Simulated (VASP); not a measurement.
A convergence study with VASP on NaH (rock salt): one setting is varied, all else stays as given below, so the limit is that of these other settings. Each run relaxes cell and ions from the cell shown. The basis is that of the starting cell, so low cut-offs carry a Pulay error.

```
NaH
1.0
    0.00000     2.44000     2.44000
    2.44000     0.00000     2.44000
    2.44000     2.44000     0.00000
Na H
1 1
Cartesian
  0.00000   0.00000   0.00000
  2.44000   2.44000   2.44000
```

Calculation: PBE GGA, VASP's PBE PAW potentials (set 64) (plane waves; VASP). The tightest run used: 700 eV cut-off, 8×8×8 Γ-centred mesh, Gaussian smearing of 0.050 eV, potentials Na_pv H.

Gaps are read on the run's mesh, which can miss a band edge.

```json
[
 {"setting": "ENCUT = 200", "relaxed volume (Å³/atom)": "11.102", "E (eV/atom)": "-2.7035", "gap on the mesh (eV)": "4.156", "plane waves": "200"},
 {"setting": "ENCUT = 250", "relaxed volume (Å³/atom)": "12.996", "E (eV/atom)": "-2.5549", "gap on the mesh (eV)": "3.880", "plane waves": "273"},
 {"setting": "ENCUT = 300", "relaxed volume (Å³/atom)": "13.730", "E (eV/atom)": "-2.5426", "gap on the mesh (eV)": "3.800", "plane waves": "360"},
 {"setting": "ENCUT = 350", "relaxed volume (Å³/atom)": "13.795", "E (eV/atom)": "-2.5439", "gap on the mesh (eV)": "3.793", "plane waves": "445"},
 {"setting": "ENCUT = 400", "relaxed volume (Å³/atom)": "13.849", "E (eV/atom)": "-2.5444", "gap on the mesh (eV)": "3.788", "plane waves": "544"}
]
```

Problem. These are the cheaper rows. Estimate the results at ENCUT = 700, and how far the last row shown lies from them.

Solution. 
| quantity | tightest run | last row shown is off by |
|---|---|---|
| relaxed volume (Å³/atom) | 14.113 | -0.264 |
| E (eV/atom) | -2.5440 | -0.0004 |
| gap on the mesh (eV) | 3.760 | 0.028 |

Left out are rungs that failed or repeat a setting and relaxations that didn't move; long series are thinned to 24 rows.

The compound is NaH in the rock salt structure.
